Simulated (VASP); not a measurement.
Data:

```yaml
crystal:
  lattice:
    - [-3.35146, 3.35146, 2.89799]
    - [3.35146, -3.35146, 2.89799]
    - [3.35146, 3.35146, -2.89799]
  atoms:
    - { symbol: Ti, position: [0.25000, 0.25000, 0.00000] }
    - { symbol: Ti, position: [0.75000, 0.75000, 0.00000] }
    - { symbol: Sb, position: [0.65204, 0.84796, 0.50000] }
    - { symbol: Sb, position: [0.34796, 0.15204, 0.50000] }
    - { symbol: Sb, position: [0.84796, 0.34796, 0.19592] }
    - { symbol: Sb, position: [0.15204, 0.65204, 0.80408] }
```

All values below come from PBEsol GGA, VASP's PBE PAW potentials (set 64) (plane waves; VASP). Numerical set-up: 300 eV cut-off, 5×5×5 Γ-centred mesh, Fermi-Dirac smearing of 0.10 eV, potentials Ti_sv Sb.

At this cut-off the stress carries a Pulay error, which pulls relaxed volumes low. Unless said otherwise, spin-orbit coupling is left out, though it shifts the bands of the heavy elements here.

Task: Predict the energy per atom (σ→0), pressure, largest force, band gap (on the k-mesh) with the smallest direct gap where there is one.

Result: 
* **band gap (on the k-mesh)**: none (metal, semimetal or under 0.01 eV)
* **energy per atom (σ→0)**: -6283 meV/atom
* **pressure**: -3.14 GPa
* **largest force**: 0.125 eV/Å

The structure comes from a computed database's TiSb2 entry (I4/mcm); how it stands against other phases isn't given here. The cell was not relaxed at this level.
